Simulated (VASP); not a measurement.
Method: PBEsol GGA, VASP's PBE PAW potentials (set 64) (plane waves; VASP 6.6.1).

VASP input:

INCAR:
```
SYSTEM = CrB
PREC = Accurate
ENCUT = 520
EDIFF = 1E-6
NELM = 100
ALGO = Normal
LREAL = .FALSE.
LASPH = .TRUE.
ISMEAR = 1
SIGMA = 0.1
GGA = PS
LMAXMIX = 4
ISPIN = 2
MAGMOM = 3.0 0.0
LORBIT = 10
LWAVE = .FALSE.
LCHARG = .FALSE.
IBRION = 2
ISIF = 3
NSW = 60
EDIFFG = -0.01
```

### POSCAR
```
CrB
1
    0.0000000000     2.4084000000     2.4084000000
    2.4084000000     0.0000000000     2.4084000000
    2.4084000000     2.4084000000     0.0000000000
Cr B
1 1
Direct
  0.0000000000   0.0000000000   0.0000000000
  0.5000000000   0.5000000000   0.5000000000
```

### KPOINTS
```
Automatic mesh
0
Gamma
12 12 12
0 0 0
```

POTCAR, in this order: Cr_pv B (PBE.64 set). Program: vasp_std.

Output of the run:

### OSZICAR
```
       N       E                     dE             d eps       ncg     rms          rms(c)
DAV:   1     0.966254584596E+02    0.96625E+02   -0.84726E+03  3752   0.118E+03
DAV:   2    -0.161749097125E+02   -0.11280E+03   -0.10831E+03  3904   0.306E+02
DAV:   3    -0.197012998019E+02   -0.35264E+01   -0.34366E+01  4740   0.582E+01
DAV:   4    -0.197542839069E+02   -0.52984E-01   -0.52907E-01  4379   0.683E+00
DAV:   5    -0.197556756776E+02   -0.13918E-02   -0.13917E-02  5331   0.898E-01    0.218E+01
DAV:   6    -0.249046914636E+02   -0.51490E+01   -0.64881E+01  3974   0.936E+01    0.321E+01
DAV:   7    -0.151890685179E+02    0.97156E+01   -0.20878E+01  3899   0.647E+01    0.448E+00
DAV:   8    -0.152119786402E+02   -0.22910E-01   -0.81661E-01  4239   0.657E+00    0.259E+00
DAV:   9    -0.152049330493E+02    0.70456E-02   -0.37292E-02  4650   0.180E+00    0.171E+00
DAV:  10    -0.152087128780E+02   -0.37798E-02   -0.22589E-02  4175   0.113E+00    0.546E-01
DAV:  11    -0.152098132518E+02   -0.11004E-02   -0.71516E-03  4882   0.640E-01    0.139E-01
DAV:  12    -0.152098049032E+02    0.83486E-05   -0.53524E-04  4374   0.228E-01    0.507E-02
DAV:  13    -0.152098022409E+02    0.26623E-05   -0.38612E-05  4739   0.615E-02    0.919E-03
DAV:  14    -0.152098027090E+02   -0.46812E-06   -0.18636E-06  3803   0.144E-02
   1 F= -.15209803E+02 E0= -.15209178E+02  d E =-.152098E+02  mag=     1.3689
       N       E                     dE             d eps       ncg     rms          rms(c)
DAV:   1    -0.910858209881E+02   -0.75876E+02   -0.99723E+02  4764   0.428E+02    0.839E+01
DAV:   2    -0.215264314966E+02    0.69559E+02   -0.15073E+02  3988   0.258E+02    0.235E+01
DAV:   3    -0.190851593551E+02    0.24413E+01   -0.12033E+01  4689   0.432E+01    0.120E+01
DAV:   4    -0.173580998133E+02    0.17271E+01   -0.63039E+00  4114   0.340E+01    0.942E+00
DAV:   5    -0.171166034023E+02    0.24150E+00   -0.93672E-01  4004   0.175E+01    0.207E+00
DAV:   6    -0.171121854101E+02    0.44180E-02   -0.23617E-02  4099   0.182E+00    0.218E+00
DAV:   7    -0.171115567073E+02    0.62870E-03   -0.17443E-01  3919   0.451E+00    0.149E+00
DAV:   8    -0.170993336877E+02    0.12223E-01   -0.33418E-02  3884   0.237E+00    0.169E-01
DAV:   9    -0.170989589195E+02    0.37477E-03   -0.42939E-04  4024   0.280E-01    0.114E-01
DAV:  10    -0.170988795125E+02    0.79407E-04   -0.14065E-04  3914   0.104E-01    0.483E-02
DAV:  11    -0.170988617334E+02    0.17779E-04   -0.49012E-05  3954   0.709E-02    0.688E-03
DAV:  12    -0.170988616922E+02    0.41152E-07   -0.37740E-07  2007   0.834E-03
   2 F= -.17098862E+02 E0= -.17099142E+02  d E =-.188906E+01  mag=     0.0000
       N       E                     dE             d eps       ncg     rms          rms(c)
DAV:   1    -0.239655790388E+02   -0.68667E+01   -0.83131E+01  3744   0.168E+02    0.228E+01
DAV:   2    -0.226913608489E+02    0.12742E+01   -0.44273E+01  3984   0.113E+02    0.179E+01
DAV:   3    -0.175563344021E+02    0.51350E+01   -0.75166E+00  3784   0.486E+01    0.457E+00
DAV:   4    -0.175021851258E+02    0.54149E-01   -0.37946E-01  3744   0.578E+00    0.281E+00
DAV:   5    -0.174742343255E+02    0.27951E-01   -0.34356E-02  3774   0.217E+00    0.346E-01
DAV:   6    -0.174735580645E+02    0.67626E-03   -0.27375E-03  4009   0.806E-01    0.538E-02
DAV:   7    -0.174735357445E+02    0.22320E-04   -0.89098E-05  4407   0.158E-01    0.338E-02
DAV:   8    -0.174735290576E+02    0.66868E-05   -0.16232E-05  3934   0.581E-02    0.120E-02
DAV:   9    -0.174735285599E+02    0.49775E-06   -0.26669E-06  3669   0.208E-02
   3 F= -.17473529E+02 E0= -.17473714E+02  d E =-.226373E+01  mag=    -0.0000
       N       E                     dE             d eps       ncg     rms          rms(c)
DAV:   1    -0.175011678250E+02   -0.27639E-01   -0.33391E-01  3744   0.101E+01    0.175E+00
DAV:   2    -0.174926984783E+02    0.84693E-02   -0.16425E-01  3914   0.725E+00    0.127E+00
DAV:   3    -0.174738647443E+02    0.18834E-01   -0.34085E-02  3934   0.337E+00    0.167E-01
DAV:   4    -0.174733503439E+02    0.51440E-03   -0.24413E-03  3754   0.365E-01    0.421E-02
DAV:   5    -0.174733214305E+02    0.28913E-04   -0.42270E-05  3764   0.616E-02    0.292E-02
DAV:   6    -0.174733192387E+02    0.21918E-05   -0.18392E-05  3864   0.422E-02    0.497E-03
DAV:   7    -0.174733187971E+02    0.44156E-06   -0.71357E-07  2052   0.932E-03
   4 F= -.17473319E+02 E0= -.17473510E+02  d E =-.226352E+01  mag=    -0.0000
       N       E                     dE             d eps       ncg     rms          rms(c)
DAV:   1    -0.175121493974E+02   -0.38830E-01   -0.47046E-01  3744   0.120E+01    0.201E+00
DAV:   2    -0.175008740275E+02    0.11275E-01   -0.22433E-01  3944   0.858E+00    0.151E+00
DAV:   3    -0.174739751486E+02    0.26899E-01   -0.48401E-02  3964   0.398E+00    0.204E-01
DAV:   4    -0.174732533494E+02    0.72180E-03   -0.26452E-03  3754   0.419E-01    0.446E-02
DAV:   5    -0.174732431692E+02    0.10180E-04   -0.17402E-05  3864   0.470E-02    0.320E-02
DAV:   6    -0.174732395079E+02    0.36613E-05   -0.14975E-05  4254   0.446E-02    0.264E-03
DAV:   7    -0.174732395965E+02   -0.88517E-07   -0.30359E-07  1982   0.757E-03
   5 F= -.17473240E+02 E0= -.17473424E+02  d E =0.792007E-04  mag=    -0.0000
       N       E                     dE             d eps       ncg     rms          rms(c)
DAV:   1    -0.174842764739E+02   -0.11037E-01   -0.12526E-01  3744   0.617E+00    0.107E+00
DAV:   2    -0.174812449481E+02    0.30315E-02   -0.61887E-02  3934   0.445E+00    0.785E-01
DAV:   3    -0.174740185558E+02    0.72264E-02   -0.12987E-02  3954   0.208E+00    0.102E-01
DAV:   4    -0.174738257430E+02    0.19281E-03   -0.87901E-04  3754   0.221E-01    0.251E-02
DAV:   5    -0.174738166702E+02    0.90728E-05   -0.12700E-05  3804   0.348E-02    0.177E-02
DAV:   6    -0.174738157299E+02    0.94032E-06   -0.66383E-06  3934   0.252E-02
   6 F= -.17473816E+02 E0= -.17474004E+02  d E =-.496933E-03  mag=     0.0000
```

### OUTCAR
```
------------------------ aborting loop because EDIFF is reached ----------------------------------------
  FORCE on cell =-STRESS in cart. coord.  units (eV):
  Direction    XX          YY          ZZ          XY          YZ          ZX
  --------------------------------------------------------------------------------------
  Total       -0.0022946     -0.0022946     -0.0022946      0.0000000      0.0000000      0.0000000
  in kB       -0.2103026     -0.2103026     -0.2103026      0.0000000      0.0000000      0.0000000
  external PRESSURE =      -0.2103026 kB  Pullay stress =       0.0000000 kB
  volume of cell :       17.48
      direct lattice vectors                 reciprocal lattice vectors
    -0.000000000  2.059912185  2.059912185    -0.242728794  0.242728794  0.242728794
     2.059912185 -0.000000000  2.059912185     0.242728794 -0.242728794  0.242728794
     2.059912185  2.059912185 -0.000000000     0.242728794  0.242728794 -0.242728794
 POSITION                                       TOTAL-FORCE (eV/Angst)
 -----------------------------------------------------------------------------------
      0.00000      0.00000      0.00000        -0.000000      0.000000      0.000000
      2.05991      2.05991      2.05991         0.000000      0.000000     -0.000000
 -----------------------------------------------------------------------------------
    total drift:                               -0.000000     -0.000000      0.000000
  FREE ENERGIE OF THE ION-ELECTRON SYSTEM (eV)
  ---------------------------------------------------
  free  energy   TOTEN  =       -17.4738157299 eV

  energy  without entropy=      -17.4743798561  energy(sigma->0) =      -17.47400377

 total charge

# of ion       s       p       d       tot
------------------------------------------
    1        0.348   6.446   4.449  11.243
    2        0.780   1.173   0.000   1.954
--------------------------------------------------
tot          1.128   7.619   4.449  13.197

 magnetization (x)

# of ion       s       p       d       tot
------------------------------------------
    1        0.000  -0.000   0.000   0.000
    2       -0.000  -0.000   0.000  -0.000
--------------------------------------------------
tot          0.000  -0.000   0.000   0.000

 reached required accuracy - stopping structural energy minimisation
```
(Selected blocks of OUTCAR.)

CONTCAR:
```
CrB
   1.00000000000000
    -0.0000000000000000    2.0599121847036774    2.0599121847036774
     2.0599121847036774   -0.0000000000000000    2.0599121847036774
     2.0599121847036774    2.0599121847036774   -0.0000000000000000
  Cr              B
     1     1
Direct
     0.0000000000000000    0.0000000000000000    0.0000000000000000
     0.5000000000000000    0.5000000000000000    0.5000000000000000
```

**OUTCAR**
```
 val. band max:       10.0997849741   @ k =  -0.2500   0.2500   0.0833

 cond. band min:      10.1762816630   @ k =  -0.3333   0.0833   0.0000


 Fermi energy:        10.1584752981

 spin component 1

 k-point     1 :       0.0000    0.0000    0.0000
  band No.  band energies     occupation
      1     -32.9757      1.00000
      2     -32.9757      1.00000
      3     -32.9757      1.00000
      4      -1.8469      1.00000
      5       8.7635      1.00000
      6       8.7635      1.00000
      7       8.7635      1.00000
      8       9.6034      1.00000
      9       9.6034      1.00000
     10      14.4750      0.00000
     11      14.4750      0.00000
     12      14.4750      0.00000
     13      17.2119      0.00000

 k-point     2 :       0.0833    0.0000    0.0000
  band No.  band energies     occupation
      1     -32.9951      1.00000
      2     -32.9779      1.00000
      3     -32.9779      1.00000
      4      -1.6639      1.00000
      5       8.5358      1.00000
      6       8.7695      1.00000
      7       8.7695      1.00000
      8       9.3797      1.00000
      9       9.3797      1.00000
     10      14.3381      0.00000
     11      14.9012      0.00000
     12      14.9012      0.00000
     13      17.2119      0.00000

 k-point     3 :       0.1667    0.0000    0.0000
  band No.  band energies     occupation
      1     -33.0479      1.00000
      2     -32.9841      1.00000
      3     -32.9841      1.00000
      4      -1.1290      1.00000
      5       7.9062      1.00000
      6       8.3647      1.00000
      7       8.3647      1.00000
      8       9.3778      1.00000
      9       9.3778      1.00000
     10      13.9795      0.00000
     11      15.8945      0.00000
     12      15.8945      0.00000
     13      17.2119      0.00000

 k-point     4 :       0.2500    0.0000    0.0000
  band No.  band energies     occupation
      1     -33.1192      1.00000
...
```

Energy and stress use the plane-wave basis of the starting cell. The moments were started parallel, and other spin orders were not tried in this run.

The structure was generated: CrB was put into the rock salt type (Fm-3m), which need not be its known phase. This run relaxes it. Symmetry was kept, so distortions that lower it aren't found.
